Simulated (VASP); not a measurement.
Write the native input for VASP 6.6.1 that does the following.

```
Task                   : relaxation of cell and atoms
Functional             : PBE
Potentials or basis    : VASP PAW PBE potentials, release 64 (Na_pv, Sb)
Cutoff                 : 600 eV
k mesh                 : 6 × 6 × 8
Occupations            : methfessel-paxton, width 0.2 eV
Spin                   : no spin polarisation
Further INCAR settings : ALGO = Normal; EDIFF = 1e-06; IBRION = 2; EDIFFG = -0.005; NSW = 40; ISIF = 3
```

The structure of Na2Sb lies in POSCAR:

```
Na2Sb
1.0
    5.1453552400      0.0000000000      0.0000000000
   -2.5726776200      4.4560083500      0.0000000000
    0.0000000000      0.0000000000      3.2152087700
Na Sb
2 1
Direct
    0.3333333300      0.6666666700      0.0000000000
    0.6666666700      0.3333333300      0.0000000000
    0.0000000000      0.0000000000      0.5000000000
```

The cell was built by a generator and needn't be a form met in nature.

One way to write it, as run:

INCAR

```
  PREC = Accurate
  ENCUT = 600
  EDIFF = 1E-6
  ISMEAR = 1
  SIGMA = 0.2
  LREAL = False
  LASPH = True
  NELM = 80
  ALGO = Normal
  ISIF = 3
  LWAVE = False
  LCHARG = False
  GGA = PE
  IBRION = 2
  NSW = 40
  EDIFFG = -0.005
```

KPOINTS

```
regular mesh
0
Gamma
  6 6 8
```

Potentials or basis: VASP PAW PBE potentials, release 64 (Na_pv, Sb).

The run is started by

```bash
$ cat potpaw_PBE.64/Na_pv/POTCAR potpaw_PBE.64/Sb/POTCAR > POTCAR
$ mpirun -np 1 vasp_std > vasp.out
```

Results of the run:

```
Relaxed volume                         : 26.29 Å³/atom
Relaxed cell                           : a = 5.146 Å, b = 5.146 Å, c = 3.439 Å, α = 90.00°, β = 90.00°, γ = 120.00°
Space group after relaxing (to 0.05 Å) : P6/mmm (No. 191)
Energy gained by relaxing              : 32.4 meV/atom
Ionic steps                            : 9
Pressure after relaxing                : 0.0 GPa
Band gap on the k mesh                 : none (metal or under the smearing width)
```

Wall time 3 min on 1 thread of Intel(R) Xeon(R) Platinum 8488C (Sapphire Rapids), on a shared host, peak memory 0.24 GiB.
